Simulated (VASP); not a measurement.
Write the native input for VASP 6.6.1 that does the following.

```yaml
Task: single point
Functional: PBE
Potentials_or_basis: VASP PAW PBE potentials, release 64 (Ge_d_GW, Ga_d_GW)
Cutoff: 500 eV
k_mesh: 4 × 4 × 4
Occupations: gaussian, width 0.02 eV
Spin: no spin polarisation
Further_INCAR_settings: ALGO = Normal; EDIFF = 1e-06
```

The structure of GaGe lies in POSCAR:

```
GaGe
1.0
    0.0000000000      2.8978440000      2.8978440000
    2.8978440000      0.0000000000      2.8978440000
    2.8978440000      2.8978440000      0.0000000000
Ge Ga
1 1
Direct
    0.0000000000      0.0000000000      0.0000000000
    0.2500000000      0.2500000000      0.2500000000
```

The cell comes from a database or a generator and needn't be the stable form of this composition.

The input as run:

INCAR

```
SYSTEM = GaGe
PREC = Accurate
ENCUT = 500
EDIFF = 1E-6
ISMEAR = 0
SIGMA = 0.02
LREAL = .False.
LASPH = .True.
NELM = 80
ALGO = Normal
ISIF = 2
LWAVE = .False.
LCHARG = .False.
GGA = PE
```

KPOINTS

```
Automatic mesh
0
Gamma
  4 4 4
  0 0 0
```

Potentials or basis: VASP PAW PBE potentials, release 64 (Ge_d_GW, Ga_d_GW).

Launch:

```console
$ cat potpaw_PBE.64/Ge_d_GW/POTCAR potpaw_PBE.64/Ga_d_GW/POTCAR > POTCAR
$ mpirun -np 1 vasp_std > vasp.out
```

It gave:

```json
{
 "Pressure": "-0.9 GPa",
 "Band gap on the k mesh": "none (metal or under the smearing width)"
}
```

Caveat: the k mesh is coarse (spacing up to 0.47 Å⁻¹), so the values aren't converged; the cutoff is under 1.25 times the usual one of these potentials, so pressure, stress and relaxed cells hold a basis-set (Pulay) error.

Wall time 8.4 s on 1 thread of Intel(R) Xeon(R) 6975P-C (Granite Rapids), with other jobs on the host, peak memory 0.15 GiB.
